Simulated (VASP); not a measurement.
Data:

```xyz
3
Lattice="2.2665 -3.9257 0.0000 2.2665 3.9257 0.0000 0.0000 0.0000 5.9454" Properties=species:S:1:pos:R:3 pbc="T T T"
Te     0.6055     1.0488     3.9636
Te     3.3220     0.0000     0.0000
Te     0.6055    -1.0488     1.9818
```

Computed with PBE GGA, VASP's PBE PAW potentials (set 64) (plane waves; VASP). Run with 400 eV cut-off, 6×6×4 Γ-centred mesh, Gaussian smearing of 0.050 eV, potentials Te.

Unless said otherwise, spin-orbit coupling is left out, though it shifts the bands of the heavy elements here.

### Question
Estimate the energy per atom (σ→0), band gap (on the k-mesh) with the smallest direct gap where there is one.

### Answer

```json
{
 "band gap (on the k-mesh)": "0.24 eV",
 "smallest direct gap (on the k-mesh)": "0.24 eV",
 "energy per atom (σ→0)": "-3.142 eV/atom"
}
```

Only differences to runs with the same potentials and settings are physical.

The compound is Te in the trig structure. It was relaxed first. The start is the result of an earlier pass.
